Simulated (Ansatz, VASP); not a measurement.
## Two plane-wave programs on Mn3N

```
Mn N
1.0
     3.42733    0.00000    0.00000
     0.00000    3.42733    0.00000
     0.00000    0.00000    3.42733
Mn N
3 1
Cartesian
  0.0000 1.7137 1.7137
  1.7137 0.0000 1.7137
  1.7137 1.7137 0.0000
  0.0000 0.0000 0.0000
```

Change from the starting cell: species swapped into the PrDy3 type (Pm-3m, No. 221).

Alike in both runs: functional PBE; k mesh 6 × 6 × 6; occupations gaussian, width 0.1 eV; collinear spin.

Ansatz relaxed the structure, and its values are those at the end. VASP's run is a single point on that final structure, the one shown.

|  | VASP | Ansatz |
| --- | --- | --- |
| version | VASP 6.6.1 | Ansatz 0.2.0 |
| potentials or method | VASP PAW PBE potentials, release 64 (Mn_pv, N) | scalar-relativistic, plane waves, PAW |
| plane-wave cutoff (eV) | 520 | 420 |
| valence electrons in the cell | 44 | 50 |

VASP gave:

- gap on the k mesh at the Fermi level (eV): none
- pressure (GPa): 0.2
- net moment per atom (μB): 1.39
- size of the moment on the site where the two differ most (μB): 1.82

Which values does Ansatz return?

gap on the k mesh at the Fermi level (eV): none; pressure (GPa): 0.0; net moment per atom (μB): 1.38; size of the moment on the site where the two differ most (μB): 1.77.

Site moments also hang on the region over which each program counts them. A gap of «none» marks a metal or a gap that the smearing closes. With one functional, cell and mesh, what is left measures potentials, basis and numerics. The two sets of potentials don't hold the same shells in valence.
